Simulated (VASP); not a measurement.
Output of a VASP run:

File OSZICAR:
```
       N       E                     dE             d eps       ncg     rms          rms(c)
DAV:   1     0.791206041390E+03    0.79121E+03   -0.41988E+04  7210   0.120E+03
DAV:   2    -0.246067683181E+02   -0.81581E+03   -0.79657E+03  7098   0.450E+02
DAV:   3    -0.574614870514E+02   -0.32855E+02   -0.31863E+02  8856   0.809E+01
DAV:   4    -0.583086243158E+02   -0.84714E+00   -0.83565E+00  7740   0.104E+01
DAV:   5    -0.583372972682E+02   -0.28673E-01   -0.28580E-01  8562   0.169E+00    0.209E+01
DAV:   6    -0.553346749495E+02    0.30026E+01   -0.12468E+01  7114   0.188E+01    0.746E+00
DAV:   7    -0.567843136030E+02   -0.14496E+01   -0.13226E+01  8600   0.168E+01    0.131E+01
DAV:   8    -0.546919792626E+02    0.20923E+01   -0.97468E+00  8331   0.102E+01    0.275E+00
DAV:   9    -0.546994102595E+02   -0.74310E-02   -0.76924E-01  8588   0.359E+00    0.253E+00
DAV:  10    -0.546572066268E+02    0.42204E-01   -0.23808E-01  8577   0.248E+00    0.962E-01
DAV:  11    -0.546517086274E+02    0.54980E-02   -0.62764E-02  8906   0.139E+00    0.679E-01
DAV:  12    -0.546491804128E+02    0.25282E-02   -0.20070E-02  8778   0.822E-01    0.209E-01
DAV:  13    -0.546490130172E+02    0.16740E-03   -0.21101E-03  8837   0.277E-01    0.678E-02
DAV:  14    -0.546489602069E+02    0.52810E-04   -0.45226E-04  8728   0.125E-01    0.308E-02
DAV:  15    -0.546489579111E+02    0.22958E-05   -0.24750E-05  8094   0.298E-02    0.173E-02
DAV:  16    -0.546489556015E+02    0.23096E-05   -0.88026E-06  8598   0.171E-02    0.680E-03
DAV:  17    -0.546489546102E+02    0.99125E-06   -0.39418E-06  5959   0.115E-02
   1 F= -.54648955E+02 E0= -.54630487E+02  d E =-.369361E-01
```

OUTCAR:
```
------------------------ aborting loop because EDIFF is reached ----------------------------------------
  FORCE on cell =-STRESS in cart. coord.  units (eV):
  Direction    XX          YY          ZZ          XY          YZ          ZX
  --------------------------------------------------------------------------------------
  Total      -20.8789684    -20.8957592    -20.9186543     -0.1166990     -0.1962923      0.2928255
  in kB     -287.2872186   -287.5182543   -287.8332829     -1.6057371     -2.7009124      4.0291755
  external PRESSURE =    -287.5462519 kB  Pullay stress =       0.0000000 kB
  volume of cell :      116.44
      direct lattice vectors                 reciprocal lattice vectors
     0.000000000  3.875768000  3.875768000    -0.129006690  0.129006690  0.129006690
     3.875768000  0.000000000  3.875768000     0.129006690 -0.129006690  0.129006690
     3.875768000  3.875768000  0.000000000     0.129006690  0.129006690 -0.129006690
 POSITION                                       TOTAL-FORCE (eV/Angst)
 -----------------------------------------------------------------------------------
      0.98650      0.98227      1.04233        -0.269318     -0.047303     -0.245373
      0.95182      2.94922      2.93506         0.223209     -0.140405     -0.178510
      2.90236      1.00664      2.86413         0.082240     -0.038130      0.309450
      2.89075      2.86616      0.93184        -0.046197      0.241066      0.119159
      5.79493      5.83888      5.77553        -0.011899      0.022966     -0.027196
      3.91460      3.79780      3.89208         0.021964     -0.038194      0.022471
 -----------------------------------------------------------------------------------
    total drift:                               -0.000092     -0.000079      0.000043
  FREE ENERGIE OF THE ION-ELECTRON SYSTEM (eV)
  ---------------------------------------------------
  free  energy   TOTEN  =       -54.6489546102 eV

  energy  without entropy=      -54.6120185529  energy(sigma->0) =      -54.63048658
```
(Selected blocks of OUTCAR.)

File POSCAR:
```
Mo2Rh
1
    0.0000000000     3.8757680000     3.8757680000
    3.8757680000     0.0000000000     3.8757680000
    3.8757680000     3.8757680000     0.0000000000
Mo Rh
4 2
Direct
  0.1339220000   0.1350120000   0.1195170000
  0.6363200000   0.1209640000   0.1246180000
  0.1249300000   0.6140530000   0.1347960000
  0.1170400000   0.1233860000   0.6224670000
  0.7507510000   0.7394130000   0.7557570000
  0.4870370000   0.5171720000   0.4928460000
```

Question: Reconstruct the remaining input files.

Answer: One answer among several that fit: the input of the run itself, PBE GGA, plane waves, VASP's PBE PAW potentials (set 64).

**INCAR**
```
SYSTEM = Mo2Rh
PREC = Accurate
ENCUT = 300
EDIFF = 1E-6
NELM = 100
ALGO = Normal
LREAL = .FALSE.
LASPH = .TRUE.
ISMEAR = 0
SIGMA = 0.1
GGA = PE
LMAXMIX = 4
LWAVE = .FALSE.
LCHARG = .FALSE.
ISIF = 2
```

### KPOINTS
```
Automatic mesh
0
Gamma
5 5 5
0 0 0
```

POTCAR, in this order: Mo_sv Rh_pv (PBE.64 set). Program: vasp_std.

At this cut-off the stress carries a Pulay error, which pulls relaxed volumes low.

The structure was generated: Mo2Rh was put into an ordered model structure, which need not be its known phase. The cell was not relaxed at this level, atoms are displaced from their ideal sites.
